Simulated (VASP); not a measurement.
All values below come from LDA (Ceperley-Alder, Perdew-Zunger), VASP's LDA PAW potentials (set 64) (plane waves; VASP).

VASP ran on this input.

INCAR:
```
! general
SYSTEM =CoGa
PREC   =Accurate
ENCUT  =500   ! plane-wave cut-off (eV)
LREAL  =F   ! projection in real space or not
LASPH  =T   ! aspherical one-centre terms

! electronic loop
EDIFF  =1E-6
NELM   =100
ALGO   =Normal   ! blocked Davidson
LMAXMIX=4

! smearing
ISMEAR =1
SIGMA  =0.1

! ions
IBRION =2   ! conjugate gradients
NSW    =40   ! most ionic steps
ISIF   =3
EDIFFG =-0.02

! output
LWAVE  =F
LCHARG =F
```

**POSCAR**
```
CoGa
1.0
  2.8095444449   0.0000000000   0.0000000000
  0.0000000000   2.8095444449   0.0000000000
  0.0000000000   0.0000000000   2.8095444449
Ga Co
1 1
Direct
  0.5000000000   0.5000000000   0.5000000000
  0.0000000000   0.0000000000   0.0000000000
```

**KPOINTS**
```
K-points
0
gamma
13 13 13
0 0 0
```

POTCAR, in this order: Ga_d Co (LDA.64 set). Program: vasp_std.

The resulting files:

File OSZICAR:
```
       N       E                     dE             d eps       ncg     rms          rms(c)
DAV:   1     0.952092574439E+02    0.95209E+02   -0.10597E+04  2720   0.260E+03
DAV:   2    -0.883459940578E+01   -0.10404E+03   -0.10157E+03  2632   0.354E+02
DAV:   3    -0.134954881905E+02   -0.46609E+01   -0.46418E+01  2919   0.808E+01
DAV:   4    -0.135632543524E+02   -0.67766E-01   -0.67757E-01  3301   0.919E+00
DAV:   5    -0.135654037370E+02   -0.21494E-02   -0.21494E-02  3125   0.145E+00    0.102E+01
DAV:   6    -0.142550559545E+02   -0.68965E+00   -0.20415E+01  2893   0.634E+01    0.103E+01
DAV:   7    -0.125685846414E+02    0.16865E+01   -0.79929E+00  2646   0.470E+01    0.206E+00
DAV:   8    -0.125382160628E+02    0.30369E-01   -0.23397E-01  3079   0.548E+00    0.652E-01
DAV:   9    -0.125315941323E+02    0.66219E-02   -0.18012E-02  3549   0.221E+00    0.123E-01
DAV:  10    -0.125312722928E+02    0.32184E-03   -0.53561E-04  3405   0.342E-01    0.684E-02
DAV:  11    -0.125312450190E+02    0.27274E-04   -0.75907E-05  3371   0.152E-01    0.125E-02
DAV:  12    -0.125312447163E+02    0.30271E-06   -0.40935E-06  3041   0.361E-02
   1 F= -.12531245E+02 E0= -.12531618E+02  d E =-.125312E+02
       N       E                     dE             d eps       ncg     rms          rms(c)
DAV:   1    -0.125391268993E+02   -0.78819E-02   -0.10630E-01  2569   0.649E+00    0.660E-01
DAV:   2    -0.125377239320E+02    0.14030E-02   -0.73592E-02  2591   0.425E+00    0.559E-01
DAV:   3    -0.125320446285E+02    0.56793E-02   -0.32467E-02  2677   0.283E+00    0.206E-01
DAV:   4    -0.125312764220E+02    0.76821E-03   -0.15998E-03  3338   0.643E-01    0.375E-02
DAV:   5    -0.125312041521E+02    0.72270E-04   -0.87425E-05  3506   0.166E-01    0.742E-03
DAV:   6    -0.125312030088E+02    0.11433E-05   -0.28968E-06  2588   0.284E-02    0.252E-03
DAV:   7    -0.125312030426E+02   -0.33789E-07   -0.39302E-07  1372   0.898E-03
   2 F= -.12531203E+02 E0= -.12531572E+02  d E =0.416737E-04
       N       E                     dE             d eps       ncg     rms          rms(c)
DAV:   1    -0.125337812614E+02   -0.25783E-02   -0.32686E-02  2541   0.358E+00    0.369E-01
DAV:   2    -0.125333435857E+02    0.43768E-03   -0.22670E-02  2577   0.237E+00    0.308E-01
DAV:   3    -0.125315879723E+02    0.17556E-02   -0.99063E-03  2662   0.158E+00    0.112E-01
DAV:   4    -0.125313562439E+02    0.23173E-03   -0.48097E-04  3336   0.350E-01    0.213E-02
DAV:   5    -0.125313338461E+02    0.22398E-04   -0.27396E-05  3493   0.931E-02    0.454E-03
DAV:   6    -0.125313335460E+02    0.30010E-06   -0.99340E-07  1947   0.172E-02
   3 F= -.12531334E+02 E0= -.12531705E+02  d E =-.888298E-04
```

OUTCAR:
```
------------------------ aborting loop because EDIFF is reached ----------------------------------------
  FORCE on cell =-STRESS in cart. coord.  units (eV):
  Direction    XX          YY          ZZ          XY          YZ          ZX
  --------------------------------------------------------------------------------------
  Total        0.0059449      0.0059449      0.0059449     -0.0000000      0.0000000     -0.0000000
  in kB        0.4284620      0.4284620      0.4284620     -0.0000000      0.0000000     -0.0000000
  external PRESSURE =       0.4284620 kB  Pullay stress =       0.0000000 kB
  volume of cell :       22.23
      direct lattice vectors                 reciprocal lattice vectors
     2.811773601 -0.000000000  0.000000000     0.355647410  0.000000000  0.000000000
    -0.000000000  2.811773601 -0.000000000     0.000000000  0.355647410  0.000000000
    -0.000000000 -0.000000000  2.811773601    -0.000000000  0.000000000  0.355647410
 POSITION                                       TOTAL-FORCE (eV/Angst)
 -----------------------------------------------------------------------------------
      1.40589      1.40589      1.40589        -0.000000      0.000000      0.000000
      0.00000      0.00000      0.00000         0.000000     -0.000000      0.000000
 -----------------------------------------------------------------------------------
    total drift:                               -0.000000      0.000000      0.000000
  FREE ENERGIE OF THE ION-ELECTRON SYSTEM (eV)
  ---------------------------------------------------
  free  energy   TOTEN  =       -12.5313335460 eV

  energy  without entropy=      -12.5324473680  energy(sigma->0) =      -12.53170482

 reached required accuracy - stopping structural energy minimisation
```
(Selected blocks of OUTCAR.)

CONTCAR:
```
CoGa
   1.00000000000000
     2.8117736011400596   -0.0000000000000000    0.0000000000000000
    -0.0000000000000000    2.8117736011400596   -0.0000000000000000
    -0.0000000000000000   -0.0000000000000000    2.8117736011400596
  Ga              Co
     1     1
Direct
     0.5000000000000000    0.5000000000000000    0.5000000000000000
     0.0000000000000000    0.0000000000000000    0.0000000000000000
```

OUTCAR:
```
 val. band max:       10.5118720852   @ k =   0.4615   0.3077   0.0000

 cond. band min:      10.5693800878   @ k =   0.4615   0.3077   0.0769


 Fermi energy:        10.5320653513

 k-point     1 :       0.0000    0.0000    0.0000
  band No.  band energies     occupation
      1      -4.8892      2.00000
      2      -4.8892      2.00000
      3      -4.4723      2.00000
      4      -4.4723      2.00000
      5      -4.4723      2.00000
      6      -2.1565      2.00000
      7       7.6726      2.00000
      8       7.6726      2.00000
      9       9.7162      2.00000
     10       9.7162      2.00000
     11       9.7162      2.00000
     12      15.9131      0.00000
     13      15.9131      0.00000
     14      15.9131      0.00000
     15      22.1611      0.00000

 k-point     2 :       0.0769    0.0000    0.0000
  band No.  band energies     occupation
      1      -4.8851      2.00000
      2      -4.8705      2.00000
      3      -4.4790      2.00000
      4      -4.4790      2.00000
      5      -4.4707      2.00000
      6      -2.0385      2.00000
      7       7.6539      2.00000
      8       7.6846      2.00000
      9       9.6306      2.00000
     10       9.6306      2.00000
     11       9.7161      2.00000
     12      15.0590      0.00000
     13      16.1282      0.00000
     14      16.1282      0.00000
     15      22.1769      0.00000

 k-point     3 :       0.1538    0.0000    0.0000
  band No.  band energies     occupation
      1      -4.8739      2.00000
      2      -4.8203      2.00000
      3      -4.4975      2.00000
      4      -4.4975      2.00000
      5      -4.4661      2.00000
      6      -1.6840      2.00000
      7       7.5433      2.00000
      8       7.7182      2.00000
      9       9.4122      2.00000
     10       9.4122      2.00000
     11       9.7158      2.00000
     12      13.4129      0.00000
     13      16.7356      0.00000
     14      16.7356      0.00000
     15      22.2244      0.00000
...
```

The compound is CoGa in the CsCl type structure. This run relaxes it. Symmetry was kept, so distortions that lower it aren't found. The run is not spin-polarised, so no magnetic state was tried.
